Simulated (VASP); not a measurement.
Given:

```yaml
crystal:
  lattice:
    - [-1.65000, 1.65000, 1.65000]
    - [1.65000, -1.65000, 1.65000]
    - [1.65000, 1.65000, -1.65000]
  atoms:
    - { symbol: Nb, position: [0.00000, 0.00000, 0.00000] }
```

Method: PBE GGA, VASP's PBE PAW potentials (set 64) (plane waves; VASP). Run with 400 eV cut-off, 14×14×14 Γ-centred mesh, Fermi-Dirac smearing of 0.20 eV, potentials Nb_sv.

Predict the energy per atom (σ→0), pressure, band gap (on the k-mesh) with the smallest direct gap where there is one.

The band gap (on the k-mesh) is none (metal, semimetal or under 0.01 eV). The energy per atom (σ→0) is -10.219 eV/atom and the pressure is 1.62 GPa.

Total energies compare only between runs with the same potentials, cut-off and functional.

The compound is Nb in the bcc structure. The cell was not relaxed at this level. The run is one of a series of settings (ISMEAR = -1, SIGMA = 0.2 against the base run), some of them coarse on purpose.
